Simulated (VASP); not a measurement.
A convergence study with VASP on Ga (space group no. 64 when undisturbed): a few settings are varied, all else stays as given below, so the limit is that of these other settings. One atom is moved off its site, so that forces are finite.

```
CELL_PARAMETERS angstrom
      2.24870    -3.81085     0.00000
      2.24870     3.81085     0.00000
      0.00000     0.00000     4.50735
ATOMIC_POSITIONS crystal
  Ga 0.15490 0.84510 0.93009
  Ga 0.34510 0.65490 0.41900
  Ga 0.65490 0.34510 0.58100
  Ga 0.84510 0.15490 0.08100
```

All values below come from PBEsol GGA, VASP's PBE PAW potentials (set 64) (plane waves; VASP 6.6.1). The last row used: 300 eV cut-off, 15×15×13 Γ-centred mesh shifted by (0.5, 0.5, 0.5), Gaussian smearing of 0.10 eV, potentials Ga_d.

| setting | E (eV/atom) | pressure (GPa) | largest force (eV/Å) | irreducible k-points |
|---|---|---|---|---|
| 2×2×1 mesh | -3.9229 | -6.81 | 0.432 | 2 |
| 2×2×2 mesh | -3.4007 | -2.45 | 0.374 | 3 |
| 3×3×2 mesh | -3.3758 | -0.77 | 0.428 | 6 |
| 3×3×3 mesh | -3.3392 | -1.22 | 0.229 | 10 |
| 4×4×3 mesh | -3.3502 | -1.15 | 0.295 | 16 |
| 4×4×4 mesh | -3.3558 | -1.03 | 0.357 | 20 |
| 5×5×4 mesh | -3.3487 | -1.13 | 0.329 | 30 |
| 6×6×5 mesh | -3.3476 | -0.90 | 0.304 | 54 |
| 7×7×6 mesh | -3.3503 | -0.90 | 0.321 | 84 |
| 8×8×7 mesh | -3.3460 | -0.98 | 0.308 | 128 |
| 9×9×8 mesh | -3.3486 | -0.92 | 0.303 | 180 |
| 10×10×9 mesh | -3.3497 | -0.91 | 0.317 | 250 |
| 11×11×10 mesh | -3.3497 | -0.97 | 0.317 | 330 |
| 12×12×11 mesh | -3.3499 | -0.96 | 0.311 | 432 |
| 14×14×12 mesh | -3.3498 | -0.92 | 0.311 | 630 |
| 15×15×13 mesh | -3.3495 | -0.95 | 0.310 | 784 |

Left out are rungs that failed or repeat a setting and relaxations that didn't move; long series are thinned to 24 rows.

The structure is a typed Ga crystal (space group no. 64). The cell was not relaxed at this level, it is distorted from the ideal structure.
